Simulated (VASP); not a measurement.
Output of a VASP run:

**OSZICAR**
```
...
DAV:   3    -0.110891299763E+03    0.11016E-02   -0.88370E-03  8144   0.722E-01    0.900E-02
DAV:   4    -0.110891178136E+03    0.12163E-03   -0.11374E-03  9016   0.303E-01    0.247E-02
DAV:   5    -0.110891203746E+03   -0.25610E-04   -0.11881E-04  9080   0.867E-02    0.133E-02
DAV:   6    -0.110891203734E+03    0.11661E-07   -0.54776E-05  8840   0.506E-02    0.129E-02
DAV:   7    -0.110891206270E+03   -0.25360E-05   -0.28516E-05  7360   0.361E-02    0.337E-03
DAV:   8    -0.110891208382E+03   -0.21114E-05   -0.34073E-06  5643   0.163E-02    0.250E-03
DAV:   9    -0.110891208113E+03    0.26888E-06   -0.89351E-07  3868   0.116E-02
   2 F= -.11089121E+03 E0= -.11089126E+03  d E =-.415221E-03
       N       E                     dE             d eps       ncg     rms          rms(c)
DAV:   1    -0.110893042517E+03   -0.18341E-02   -0.91551E-01  5950   0.134E+01    0.839E-01
DAV:   2    -0.110897262755E+03   -0.42202E-02   -0.26669E-01  8537   0.497E+00    0.590E-01
DAV:   3    -0.110892027056E+03    0.52357E-02   -0.43573E-02  8200   0.164E+00    0.201E-01
DAV:   4    -0.110891437008E+03    0.59005E-03   -0.55505E-03  8984   0.670E-01    0.559E-02
DAV:   5    -0.110891560658E+03   -0.12365E-03   -0.57911E-04  8898   0.187E-01    0.291E-02
DAV:   6    -0.110891573161E+03   -0.12503E-04   -0.24907E-04  9184   0.110E-01    0.275E-02
DAV:   7    -0.110891580776E+03   -0.76151E-05   -0.14206E-04  8082   0.809E-02    0.843E-03
DAV:   8    -0.110891596237E+03   -0.15461E-04   -0.20310E-05  7246   0.352E-02    0.567E-03
DAV:   9    -0.110891595435E+03    0.80188E-06   -0.66483E-06  6736   0.217E-02
   3 F= -.11089160E+03 E0= -.11089163E+03  d E =-.802544E-03
       N       E                     dE             d eps       ncg     rms          rms(c)
DAV:   1    -0.110891647060E+03   -0.50823E-04   -0.56737E-02  6025   0.341E+00    0.176E-01
DAV:   2    -0.110892043248E+03   -0.39619E-03   -0.12368E-02  8244   0.111E+00    0.113E-01
DAV:   3    -0.110891836350E+03    0.20690E-03   -0.15853E-03  8288   0.317E-01    0.535E-02
DAV:   4    -0.110891798557E+03    0.37793E-04   -0.36144E-04  8592   0.163E-01    0.151E-02
DAV:   5    -0.110891806276E+03   -0.77191E-05   -0.75812E-05  8506   0.642E-02    0.822E-03
DAV:   6    -0.110891810449E+03   -0.41732E-05   -0.96721E-06  7056   0.254E-02    0.529E-03
DAV:   7    -0.110891811213E+03   -0.76372E-06   -0.20077E-06  4533   0.162E-02
   4 F= -.11089181E+03 E0= -.11089185E+03  d E =-.215778E-03
       N       E                     dE             d eps       ncg     rms          rms(c)
DAV:   1    -0.110890646718E+03    0.11637E-02   -0.50953E-01  5934   0.102E+01    0.531E-01
DAV:   2    -0.110894281664E+03   -0.36349E-02   -0.11195E-01  8201   0.333E+00    0.343E-01
DAV:   3    -0.110892364200E+03    0.19175E-02   -0.14626E-02  8408   0.979E-01    0.161E-01
DAV:   4    -0.110892024929E+03    0.33927E-03   -0.33291E-03  8640   0.489E-01    0.457E-02
DAV:   5    -0.110892086400E+03   -0.61471E-04   -0.69767E-04  8587   0.192E-01    0.250E-02
DAV:   6    -0.110892117929E+03   -0.31528E-04   -0.89766E-05  8496   0.747E-02    0.163E-02
DAV:   7    -0.110892121540E+03   -0.36111E-05   -0.24814E-05  8395   0.376E-02    0.589E-03
DAV:   8    -0.110892124288E+03   -0.27485E-05   -0.71732E-06  6379   0.202E-02    0.225E-03
DAV:   9    -0.110892125522E+03   -0.12332E-05   -0.26453E-06  5069   0.160E-02    0.946E-04
DAV:  10    -0.110892125487E+03    0.34236E-07   -0.48375E-07  3606   0.105E-02
   5 F= -.11089213E+03 E0= -.11089217E+03  d E =-.530052E-03
```

OUTCAR:
```
------------------------ aborting loop because EDIFF is reached ----------------------------------------
  FORCE on cell =-STRESS in cart. coord.  units (eV):
  Direction    XX          YY          ZZ          XY          YZ          ZX
  --------------------------------------------------------------------------------------
  Total       -0.0372104      0.0521223     -0.0187687      0.0000000      0.0000000      0.0000000
  in kB       -0.6336307      0.8875543     -0.3195994      0.0000000      0.0000000      0.0000000
  external PRESSURE =      -0.0218919 kB  Pullay stress =       0.0000000 kB
  volume of cell :       94.09
      direct lattice vectors                 reciprocal lattice vectors
     1.983195518 -5.715082471  0.000000000     0.252118359 -0.087487801 -0.000000000
     1.983195518  5.715082471 -0.000000000     0.252118359  0.087487801  0.000000000
     0.000000000 -0.000000000  4.150696453     0.000000000  0.000000000  0.240923424
 POSITION                                       TOTAL-FORCE (eV/Angst)
 -----------------------------------------------------------------------------------
      1.98320     -4.13107      3.11302         0.000000      0.010135     -0.000000
      1.98320      4.13107      1.03767         0.000000     -0.010135      0.000000
      1.98320     -1.00969      3.11302         0.000000     -0.007578      0.000000
      1.98320      1.00969      1.03767         0.000000      0.007578     -0.000000
 -----------------------------------------------------------------------------------
    total drift:                               -0.000000     -0.000000      0.000000
  FREE ENERGIE OF THE ION-ELECTRON SYSTEM (eV)
  ---------------------------------------------------
  free  energy   TOTEN  =      -110.8921254874 eV

  energy  without entropy=     -110.8922543809  energy(sigma->0) =     -110.89216845

 reached required accuracy - stopping structural energy minimisation
```
(Selected blocks of OUTCAR.)

**POSCAR**
```
LaRh
1
    1.9795808388    -5.6810204900     0.0000000000
    1.9795808388     5.6810204900    -0.0000000000
    0.0000000000     0.0000000000     4.1744711951
La Rh
2 2
Direct
  0.8611331514   0.1388668486   0.7500000000
  0.1388668486   0.8611331514   0.2500000000
  0.5895101411   0.4104898589   0.7500000000
  0.4104898589   0.5895101411   0.2500000000
```

Q: Write an INCAR and KPOINTS that could have produced this output.

A: Several could match; the one computed here: the input of the run itself, r2SCAN meta-GGA, plane waves, VASP's PBE PAW potentials (set 64).

**KPOINTS**
```
Automatic mesh
0
Gamma
8 8 7
0 0 0
```

**INCAR**
```
# general
SYSTEM =LaRh
PREC   =Accurate
ENCUT  =400
LREAL  =.FALSE.
LASPH  =.TRUE.

# electronic loop
EDIFF  =1E-6
NELM   =100
ALGO   =Normal
LMAXMIX=6
LMIXTAU=.TRUE.

# smearing
ISMEAR =1
SIGMA  =0.1

# functional
METAGGA=R2SCAN

# ions
IBRION =2
NSW    =60
ISIF   =3
EDIFFG =-0.02

# output
LWAVE  =.FALSE.
LCHARG =.FALSE.
```

POTCAR, in this order: La Rh_pv (PBE.64 set). Program: vasp_std.

The structure comes from a computed database's LaRh entry (Cmcm); how it stands against other phases isn't given here. This run relaxes it. Symmetry was kept, so distortions that lower it aren't found. The start is the result of an earlier pass.
